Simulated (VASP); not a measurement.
An input for Ansatz (written as the equivalent of a VASP run, and not itself run):

Ansatz 0.2 input:
```yaml
crystal:
  lattice:
    - [0.0000000, 3.0100000, 3.0100000]
    - [3.0100000, 0.0000000, 3.0100000]
    - [3.0100000, 3.0100000, 0.0000000]
  atoms:
    - { symbol: Sn, position: [0.0000000, 0.0000000, 0.0000000] }
    - { symbol: Se, position: [0.5000000, 0.5000000, 0.5000000] }
kpoints:
  mp_grid: { grid: [7, 7, 7] }
hamiltonian:
  xc: r2scan
  dispersion: rvv10
  pseudopotentials: { kind: paw }
scf:
  occupations: { method: gaussian, width: 0.05 }
  max_iter: 100
relax:
  max_steps: 60
  f_tol: 0.01
  cell: {}
output: { forces: true, stress: true, eigenvalues: true }
```

Task: Write the VASP files for the same calculation (r2SCAN+rVV10).

Result: Several could match; the one computed here: 
### INCAR
```
SYSTEM  =  SnSe
PREC  =  Accurate; ENCUT  =  400; LREAL  =  .FALSE.
LASPH  =  .TRUE.
EDIFF  =  1E-6; NELM  =  100; ALGO  =  Normal
LMAXMIX  =  4; LMIXTAU  =  .TRUE.
ISMEAR  =  0; SIGMA  =  0.05
METAGGA  =  R2SCAN; LUSE_VDW  =  .TRUE.; BPARAM  =  11.95
CPARAM  =  0.0093
IBRION  =  2; NSW  =  60; ISIF  =  3
EDIFFG  =  -0.01
LWAVE  =  .FALSE.; LCHARG  =  .FALSE.
```

**KPOINTS**
```
kpoints
0
G
 7 7 7
```

File POSCAR:
```
SnSe
1
    0.0000000000     3.0100000000     3.0100000000
    3.0100000000     0.0000000000     3.0100000000
    3.0100000000     3.0100000000     0.0000000000
Sn Se
1 1
Direct
  0.0000000000   0.0000000000   0.0000000000
  0.5000000000   0.5000000000   0.5000000000
```

POTCAR, in this order: Sn_d Se (PBE.64 set). Program: vasp_std.

What does not carry over: each code has its own PAW files, so the cut-off isn't converted (ENCUT is set for VASP's; basis.ecutwfc is left out, and Ansatz then takes the one that its files recommend); Ansatz stops its SCF on the density residual and VASP on the energy change (EDIFF).

The structure comes from a measured SnSe entry (Fm-3m) of the Crystallography Open Database, whose conditions weren't checked. This run relaxes it. Symmetry was kept, so distortions that lower it aren't found.
